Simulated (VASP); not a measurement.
A convergence study with VASP on BAs (zinc blende): a few settings are varied, all else stays as given below, so the limit is that of these other settings. The cell's lengths are 1 % over those of the tabulated start and one atom is moved, so it is off equilibrium.

```yaml
crystal:
  lattice:
    - [0.00000, 2.41390, 2.41390]
    - [2.41390, 0.00000, 2.41390]
    - [2.41390, 2.41390, 0.00000]
  atoms:
    - { symbol: B, position: [0.00000, 0.00000, 0.00000] }
    - { symbol: As, position: [0.23745, 0.26255, 0.26255] }
```

Method: PBEsol GGA, VASP's PBE PAW potentials (set 64) (plane waves; VASP 6.6.1). The last row used: 900 eV cut-off, 8×8×8 Γ-centred mesh, Gaussian smearing of 0.050 eV, potentials B As_d.

Gaps are read on the run's mesh, which can miss a band edge. Energies of different potentials or hybrids have different zeros.

```tsv
setting	E (eV/atom)	pressure (GPa)	gap on the mesh (eV)	plane waves
ENCUT = 300, POTCAR B As	[?]	[?]	[?]	343
ENCUT = 520, POTCAR B As	-6.0808	-3.91	0.676	775
ENCUT = 900, POTCAR B As	-6.0816	-3.90	0.677	1759
ENCUT = 300, POTCAR B_s As	-6.0758	-3.98	0.676	343
ENCUT = 400, POTCAR B_s As	[?]	[?]	0.676	531
ENCUT = 520, POTCAR B_s As	-6.0790	-3.88	0.676	775
ENCUT = 700, POTCAR B_s As	-6.0793	-3.85	0.676	1243
ENCUT = 900, POTCAR B_s As	-6.0794	-3.85	0.676	1759
ENCUT = 300, POTCAR B_h As	-5.9723	-8.68	0.596	343
ENCUT = 400, POTCAR B_h As	-6.0244	-6.77	0.652	531
ENCUT = 520, POTCAR B_h As	-6.0632	-5.21	0.665	775
ENCUT = 700, POTCAR B_h As	-6.0798	-4.25	0.677	1243
ENCUT = 900, POTCAR B_h As	-6.0820	-3.97	0.678	1759
ENCUT = 300, POTCAR B As_d	-6.0958	-5.42	0.685	343
ENCUT = 400, POTCAR B As_d	-6.1021	-4.87	0.686	531
ENCUT = 520, POTCAR B As_d	-6.1025	-4.69	0.686	775
ENCUT = 700, POTCAR B As_d	-6.1033	-4.69	0.686	1243
ENCUT = 900, POTCAR B As_d	-6.1034	-4.68	0.686	1759
```

Q: Fill in the missing entries.

A: 
- ENCUT = 300, POTCAR B As, E (eV/atom): -6.0749
- ENCUT = 300, POTCAR B As, pressure (GPa): -4.56
- ENCUT = 300, POTCAR B As, gap on the mesh (eV): 0.675
- ENCUT = 400, POTCAR B_s As, E (eV/atom): -6.0773
- ENCUT = 400, POTCAR B_s As, pressure (GPa): -3.96

Left out are rungs that failed or repeat a setting and relaxations that didn't move; long series are thinned to 24 rows.

The compound is BAs in the zinc blende structure. The cell was not relaxed at this level, it is distorted from the ideal structure.
